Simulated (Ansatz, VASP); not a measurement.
# Ge (Germanium): VASP beside Ansatz

Aim: how closely do two programs agree when they are given the same cell, functional and k mesh? The cell is a member of a volume series, scaled by 0.985 from a relaxed one, so a pressure remains. Other levels of theory on this material are compared in a session of their own.

Main program and level: Ansatz 0.2.0; plane waves, with VASP 6.6.1 beside it; single point at PBEsol and single point at PBEsol with D3(BJ).

## 1. Starting point

Symmetry: Fd-3m, No. 227, cubic system. Conventional cell: a = 5.637 Å, b = 5.637 Å, c = 5.637 Å, α = 90.00°, β = 90.00°, γ = 90.00°. Nearest to Ge lie 4 Ge at 2.44 Å.

Structure file:

```cif
data_structure
_symmetry_space_group_name_H-M 'Fd-3m:1'
_symmetry_Int_Tables_number 227
_cell_length_a 5.6374
_cell_length_b 5.6374
_cell_length_c 5.6374
_cell_angle_alpha 90.000
_cell_angle_beta 90.000
_cell_angle_gamma 90.000
_cell_volume 179.16
loop_
_atom_site_label
_atom_site_type_symbol
_atom_site_symmetry_multiplicity
_atom_site_Wyckoff_symbol
_atom_site_fract_x
_atom_site_fract_y
_atom_site_fract_z
_atom_site_occupancy
Ge1 Ge 8 a 0.25000 0.25000 0.25000 1
```

## 2. VASP: single point, PBEsol, volume scaled by 0.985

With cell and atoms fixed, the geometry can't cause a difference; cores, projectors, grids and the points listed under the comparison can.

Lines of VASP's logs that name or quote its potential files are left out, and so is its time.

The input asks for a relaxation, which ended at its first step since no free force or stress exceeded the threshold; so it serves as a single point.

Contents of INCAR:

```
SYSTEM = Ge
PREC = Accurate
ENCUT = 450
EDIFF = 1E-06
NELM = 100
ISMEAR = 1
SIGMA = 0.15
LREAL = .FALSE.
ALGO = Normal
GGA = PS
NBANDS = 20
LORBIT = 11
LWAVE = .FALSE.
LCHARG = .FALSE.
KPAR = 2
IBRION = 2
NSW = 30
ISIF = 4
EDIFFG = -0.01
```

Contents of POSCAR:

```
Ge
1.0
    0.0000000000      2.8187223426      2.8187223426
    2.8187223426      0.0000000000      2.8187223426
    2.8187223426      2.8187223426      0.0000000000
Ge
2
Direct
    0.7500000000      0.7500000000      0.7500000000
    0.5000000000      0.5000000000      0.5000000000
```

Contents of KPOINTS:

```
Automatic mesh
0
Gamma
14 14 14
0 0 0
```

PAW data sets: Ge_d (PBE family, release 64).

Launch:

```sh
> mpirun -np 2 vasp_std
```

Numbers of over 12 decimals in the logs are rounded to 6 here.

Output:

```text
[banner, memory and clock lines left out]
running    2 mpi-ranks, on    1 nodes
 distrk:  each k-point on    1 cores,    2 groups
 distr:  one band on    1 cores,    1 groups

 POSCAR found type information on POSCAR Ge
 POSCAR found :  1 types and       2 ions
|                                                                             |
|               ----> ADVICE to this user running VASP <----                  |
|                                                                             |
|     You enforced a specific xc type in the INCAR file but a different       |
|     [... a line on the potential file left out ...]
|     I HOPE YOU KNOW WHAT YOU ARE DOING!                                     |
|                                                                             |

 LDA part: xc-table for (Slater+PW92), standard interpolation
 POSCAR, INCAR and KPOINTS ok, starting setup
 FFT: planning ... GRIDC
 FFT: planning ... GRID_SOFT
 FFT: planning ... GRID
 WAVECAR not read
 entering main loop
       N       E                     dE             d eps       ncg     rms          rms(c)
DAV:   1     0.175936665273E+03    0.17594E+03   -0.13898E+04  4488   0.355E+03
DAV:   2     0.143253763300E+02   -0.16161E+03   -0.15744E+03  4176   0.561E+02
DAV:   3    -0.928404360404E+01   -0.23609E+02   -0.23464E+02  4676   0.140E+02
DAV:   4    -0.100143958362E+02   -0.73035E+00   -0.72989E+00  4708   0.291E+01
DAV:   5    -0.100262430596E+02   -0.11847E-01   -0.11847E-01  4648   0.403E+00    0.331E+00
DAV:   6    -0.992398016652E+01    0.10226E+00   -0.35872E-02  5492   0.236E+00    0.189E+00
DAV:   7    -0.987244614362E+01    0.51534E-01   -0.63124E-02  4472   0.258E+00    0.162E-01
DAV:   8    -0.987346054816E+01   -0.10144E-02   -0.70405E-03  4748   0.123E+00    0.495E-02
DAV:   9    -0.987356338498E+01   -0.10284E-03   -0.26620E-04  4864   0.252E-01    0.100E-02
DAV:  10    -0.987357563176E+01   -0.12247E-04   -0.19987E-05  4736   0.412E-02    0.527E-03
DAV:  11    -0.987357690113E+01   -0.12694E-05   -0.44518E-06  5424   0.324E-02    0.137E-03
DAV:  12    -0.987357654716E+01    0.35397E-06   -0.73956E-07  2740   0.172E-02
   1 F= -.98735765E+01 E0= -.98736516E+01  d E =-.987358E+01
 curvature:   0.00 expect dE= 0.000E+00 dE for cont linesearch  0.000E+00
 trial: gam= 0.00000 g(F)=  0.574E-45 g(S)=  0.427E-33 ort = 0.000E+00 (trialstep = 0.100E+01)
 search vector abs. value=  0.100E-09
 reached required accuracy - stopping structural energy minimisation
```

From OUTCAR (step 2):

```text
ion  position               nearest neighbor table
   1  0.750  0.750  0.750-   2 2.44   2 2.44   2 2.44   2 2.44
   2  0.500  0.500  0.500-   1 2.44   1 2.44   1 2.44   1 2.44

  LATTYP: Found a face centered cubic cell.
 ALAT       =     5.6374446852

 Subroutine GETGRP returns: Found 48 space group operations
 (whereof 24 operations were pure point group operations)

The static configuration has the point symmetry T_d .
 The point group associated with its full space group is O_h .

 Found    104 irreducible k-points:

   k-points           NKPTS =    104   k-points in BZ     NKDIM =    104   number of bands    NBANDS=     20

   dimension x,y,z NGX =    28 NGY =   28 NGZ =   28
   dimension x,y,z NGXF=    56 NGYF=   56 NGZF=   56

   ENCUT  =  450.0 eV  33.07 Ry    5.75 a.u.   6.89  6.89  6.89*2*pi/ulx,y,z

   NELECT =      28.0000    total number of electrons

 k-points in reciprocal lattice and weights: Automatic mesh
   0.00000000  0.00000000  0.00000000       0.000
   0.07142857  0.00000000  0.00000000       0.003
   0.14285714  0.00000000  0.00000000       0.003
   0.21428571  0.00000000  0.00000000       0.003
   0.28571429  0.00000000  0.00000000       0.003
   0.35714286  0.00000000  0.00000000       0.003
   0.42857143  0.00000000  0.00000000       0.003
   0.50000000  0.00000000  0.00000000       0.001
   0.07142857  0.07142857  0.00000000       0.002
[...]
-0.28571429  0.42857143  0.21428571       0.009
  -0.28571429  0.50000000  0.21428571       0.004

 average (electrostatic) potential at core
       1 -74.0670       2 -74.0670

 E-fermi :   5.0033

 k-point     1 :       0.0000    0.0000    0.0000
  band No.  band energies     occupation
    ...
     10     -19.5412      2.00000
     11      -7.9130      2.00000
     12       4.9630      1.43677
     13       4.9630      1.43665
     14       4.9630      1.43665
     15       5.0592      0.41531
     16       7.5070     -0.00000
     17       7.5070     -0.00000
     18       7.5070     -0.00000
     19      11.2124      0.00000
    ...

 k-point     2 :       0.0714    0.0000    0.0000
  band No.  band energies     occupation
    ...
     10     -19.5364      2.00000
     11      -7.8499      2.00000
     12       3.6746      2.00000
     13       4.8343      2.06752
     14       4.8343      2.06752
     15       5.8986     -0.00000
     16       7.6782     -0.00000
     17       7.6782     -0.00000
     18       7.7868     -0.00000
     19      11.5677      0.00000
    ...

 k-point     3 :       0.1429    0.0000    0.0000
  band No.  band energies     occupation
    ...
     10     -19.5291      2.00000
     11      -7.6619      2.00000
     12       2.2534      2.00000
     13       4.5412      2.00012
     14       4.5413      2.00012
     15       5.9908     -0.00000
     16       8.0683      0.00000
     17       8.0683      0.00000
     18       8.7319      0.00000
     19      12.3979      0.00000
    ...

  Total        0.2787636      0.2787636      0.2787636      0.0000000      0.0000000     -0.0000000
  in kB        9.9714828      9.9714828      9.9714828      0.0000000      0.0000000     -0.0000000
  external PRESSURE =       9.9714828 kB  Pullay stress =       0.0000000 kB

  energy-cutoff  :      450.00
  volume of cell :       44.79
      direct lattice vectors                 reciprocal lattice vectors
     0.000000000  2.818722343  2.818722343    -0.177385333  0.177385333  0.177385333
     2.818722343  0.000000000  2.818722343     0.177385333 -0.177385333  0.177385333
     2.818722343  2.818722343  0.000000000     0.177385333  0.177385333 -0.177385333

 POSITION                                       TOTAL-FORCE (eV/Angst)
 -----------------------------------------------------------------------------------
      4.22808      4.22808      4.22808        -0.000000     -0.000000     -0.000000
      2.81872      2.81872      2.81872         0.000000      0.000000      0.000000
 -----------------------------------------------------------------------------------
    total drift:                                0.000000      0.000000      0.000000

  FREE ENERGIE OF THE ION-ELECTRON SYSTEM (eV)
  ---------------------------------------------------
  free  energy   TOTEN  =        -9.8735765472 eV

  energy  without entropy=       -9.8738017086  energy(sigma->0) =       -9.87365160

 reached required accuracy - stopping structural energy minimisation

 total charge
# of ion       s       p       d       tot
------------------------------------------
    1        1.128   1.270  10.026  12.424
    2        1.128   1.270  10.026  12.424
--------------------------------------------------
tot          2.255   2.540  20.053  24.848

[... 3 further parts left out ...]
```

CONTCAR:

```
Ge
   1.00000000000000
     0.0000000000000000    2.8187223426000001    2.8187223426000001
     2.8187223426000001    0.0000000000000000    2.8187223426000001
     2.8187223426000001    2.8187223426000001    0.0000000000000000
  Ge
     2
Direct
     0.7500000000000000    0.7500000000000000    0.7500000000000000
     0.5000000000000000    0.5000000000000000    0.5000000000000000
```

## 3. Ansatz: single point, PBEsol, volume scaled by 0.985

Ansatz runs on its default PAW (the set named soft_2) files.

The same cell, functional, mesh and smearing now go to Ansatz, which takes its cutoff from its data sets.

Contents of input.yaml:

```yaml
crystal:
  lattice:
    - [0.0, 2.81872234, 2.81872234]
    - [2.81872234, 0.0, 2.81872234]
    - [2.81872234, 2.81872234, 0.0]
  atoms:
    - { symbol: Ge, position: [0.75, 0.75, 0.75] }
    - { symbol: Ge, position: [0.5, 0.5, 0.5] }
hamiltonian:
  xc: pbesol
  pseudopotentials: { kind: paw }
kpoints:
  mp_grid: { grid: [14, 14, 14] }
scf:
  occupations: { method: methfessel_paxton, width: 0.15 }
  n_extra_bands: 4
output:
  forces: true
  stress: true
  eigenvalues: true
```

Launch:

```sh
> ansatz run input.yaml --threads 2 --pin off --max-ram 4608MiB --backend cpu --events-out ev --progress --plain --runs-dir out
```

Output:

```text
scf.n_extra_bands = 4 over 14 filled bands (N_el = 28.0): the run solves 18 bands
Engine: ansatz 0.2.0, aarch64-unknown-linux-gnu
Pseudopotentials: kind: paw
Pseudopotential: Ge, paw, valence charge 14, recommended cutoff 420 eV (normal), Ge.paw.azcp
Functional definition: PBEsol
  exchange = pbesol_x
  correlation = pbesol_c
Crystal: 2 atoms, lattice volume = 44.791 Å³
Basis set: ecut = 420 eV, 893 PW (Γ), exchange–correlation on 54×54×54 points (8 copies of the dense FFT grid, shifted against one another)
Bands: 18, of which v1, the nominal top of the filled ones, is band 14 counted from 1 (13 counted from 0)
Symmetry: 48 space group operations
Space group: Fd-3m (ITA 227), of the structure as read, at distance tolerance 3.6e-5 Å
k-points: 104 of 2744
Non-local potential: Ge, projectors of the file, l = 0: 2, l = 1: 2, l = 2: 3, l = 3: 1
PAW form: soft (Blöchl's): semilocal exchange-correlation on the pseudo side does not see the compensation charge
PAW frozen core: Ge, regenerated for the run's functional, and the local potential with it (the file was generated under x = pbe(κ = 0.804, μ = 0.219515), c = pbe(β = 0.066725))
PAW one-centre angular grid: Ge, 590 points (default); XC on 64 Gauss nodes
Initial density: superposition of atomic densities (neutral atoms: chi_scale 0, normalization atom), corrected by the library's trained network
Initial wavefunctions: pseudopotential atomic-orbital guess
Functional: x = pbesol(κ = 0.804, μ = 0.123457), c = pbesol(β = 0.046)
SCF iter   1: F=—  HF=-8506.991083 eV  |F-HF|=—  |Δ(HF+E_count)|=         —  Δρ=2.46e-3  dr2=3.14e-3  ethr=1.77e-3  ⟨swp⟩=5.2  Hψ=8578  notcnv=0
preconditioner: auto → Kerker (q_TF=auto, 2.523 Å⁻¹)  [metal: Δε(μ)=0.089 eV  Ē_g=23.404 eV  σ=0.150 eV  W_gap=0.48  n_scr=14 (ndim 8)  ℏωp=29.4 eV  f_vac=0.070  D(μ)=0.03/eV (n_scr^D=0)]
SCF iter   2: F=—  HF=-8506.989778 eV  |F-HF|=—  |Δ(HF+E_count)|=   1.31e-3  S|Δr|=    0.00e0  Δρ=1.75e-3  dr2=1.72e-3  ethr=1.12e-5  ⟨swp⟩=1.4  Hψ=2749  notcnv=0
SCF iter   3: F=—  HF=-8506.989890 eV  |F-HF|=—  |Δ(HF+E_count)|=   1.13e-4  S|Δr|=    0.00e0  Δρ=9.37e-4  dr2=1.93e-4  ethr=6.13e-6  ⟨swp⟩=2.0  Hψ=3328  notcnv=0
SCF iter   4: F=—  HF=-8506.989816 eV  |F-HF|=—  |Δ(HF+E_count)|=   7.46e-5  S|Δr|=    0.00e0  Δρ=4.00e-4  dr2=1.14e-4  ethr=6.89e-7  ⟨swp⟩=2.0  Hψ=3329  notcnv=0
SCF iter   5: F=—  HF=-8506.989764 eV  |F-HF|=—  |Δ(HF+E_count)|=   5.21e-5  S|Δr|=    0.00e0  Δρ=2.10e-4  dr2=1.34e-5  ethr=4.08e-7  ⟨swp⟩=2.0  Hψ=3329  notcnv=0
SCF iter   6: F=—  HF=-8506.989776 eV  |F-HF|=—  |Δ(HF+E_count)|=   1.23e-5  S|Δr|=    0.00e0  Δρ=3.00e-5  dr2=2.77e-7  ethr=4.78e-8  ⟨swp⟩=3.0  Hψ=3345  notcnv=0
SCF iter   7: F=—  HF=-8506.989776 eV  |F-HF|=—  |Δ(HF+E_count)|=   4.07e-7  S|Δr|=    0.00e0  Δρ=1.84e-5  dr2=6.03e-8  ethr=3.57e-10  ⟨swp⟩=5.0  Hψ=7405  notcnv=0
SCF iter   8: F=-8506.989776 eV  HF=-8506.989776 eV  |F-HF|=1.32e-8  |Δ(HF+E_count)|=   4.70e-8  S|Δr|=    0.00e0  Δρ=5.41e-6  dr2=5.38e-9  ethr=2.16e-10  ⟨swp⟩=3.8  Hψ=5328  notcnv=0
SCF 1 converged in 8 iterations: F = -8506.989776 eV  dr2 = 5.38e-9
  greatest PAW one-centre occupation: 0.998 electrons in one spin orbital (limit 2), on the Ge atom at site 1 (counted from 0), in its partial waves of l = 2
SCF converged after 8 iterations
Stability not checked: this state was not tested for a lower state beside it, because cold or Methfessel-Paxton smearing, or corrected tetrahedra, fill the levels in a way that the test cannot read (fill_not_monotonic; see scf.lower_state_search)
Free energy (F): -8506.989776 eV
Harris-Foulkes:  -8506.989776 eV  (|F-HF|=1.32e-8)
Internal energy: -8506.989989 eV  (E = F + TS)
E sigma→0 (E₀):  -8506.989829 eV
Entropy (-TS):   0.000213 eV (0.106 meV/atom)
Fermi energy:    8.620719 eV
Step filling:    the computed levels leave a gap of 0.0809 eV = 0.5 smearing widths at the electron count; against every level under it full and every level over it empty, smearing changes F+E_penalty+E_count by +0.096 meV and its σ→0 estimate by +0.042 meV
--- Per-component energies (eV) ---
  E_band       = -298.971276
  E_kinetic    = 223.570578
  E_local      = -4928.650754  (includes V_loc(G=0)·N_el)
  E_nonlocal   = 840.565769
  E_hartree    = 2161.121715
  E_xc         = -150.182869
  E_vxc        = -129.789818  (∫ρ·V_xc dr)
  E_paw        = -3958.404257  (= ΣΔE_a)
  E_vpaw       = -626.917277  (= ΣTr[D̂ρ^β])
  E_aug_tail   = 0.000728  (compensation charges beyond the density's cutoff)
  E_ewald      = -2696.846773
  E_core_change = 1.835872  (= ΣΔE_core)
  E_smearing   = 0.000213  (= −TS)
  E_closure    = 0.000000  (closes the sum)
  Σ components = -8506.989776   (vs F -8506.989776, Δ=0.00e0)
--- Forces (eV/Å), atoms counted from 1 ---
  atom   1  Ge     0.00000000    -0.00000000    -0.00000000
  atom   2  Ge     0.00000000    -0.00000000    -0.00000000
  max |Σ_I F_I| component: 3.70e-17 eV/Å
--- Stress (GPa, compression-positive) ---
        1.421242      -0.000000       0.000000
        0.000000       1.421242       0.000000
       -0.000000       0.000000       1.421242
  P = ⅓ Tr σ = 1.4212 GPa (14.212 kbar)
--- Band table (eV; the first three rows and the last of 104) ---
  k-point 0: bands = [... 10 lower, -4.2933, 8.5850, 8.5850, 8.5850, 8.6659, 11.1158, 11.1158, 11.1158]
  k-point 1: bands = [... 10 lower, -4.2301, 7.2909, 8.4561, 8.4561, 9.5099, 11.2871, 11.2871, 11.3976]
  k-point 2: bands = [... 10 lower, -4.0422, 5.8706, 8.1625, 8.1625, 9.6006, 11.6772, 11.6772, 12.3443]
  k-point 103: bands = [... 10 lower, -0.2595, -0.2595, 4.6307, 4.6307, 12.2268, 12.2268, 13.9511, 13.9511]
```

Wall time 4.6 s (2 threads of Arm Neoverse N1, shared host); peak memory 0.35 GiB.

The run ends at a pressure of 1.42 GPa.

(Continued in part 2 of 2.)

[Lines on the potential files, build, host, timing and source positions are cut from VASP's logs without a mark.]

[Logs are printed without paths, hosts, clocks, repeated set-up lines and the standing remarks that a program may print on its own settings, such as how far it seeks lower states.]

[Hosts, paths, dates, database ids (printed as entryN), source tags and the programs' standing remarks are cut or masked in the printed files.]
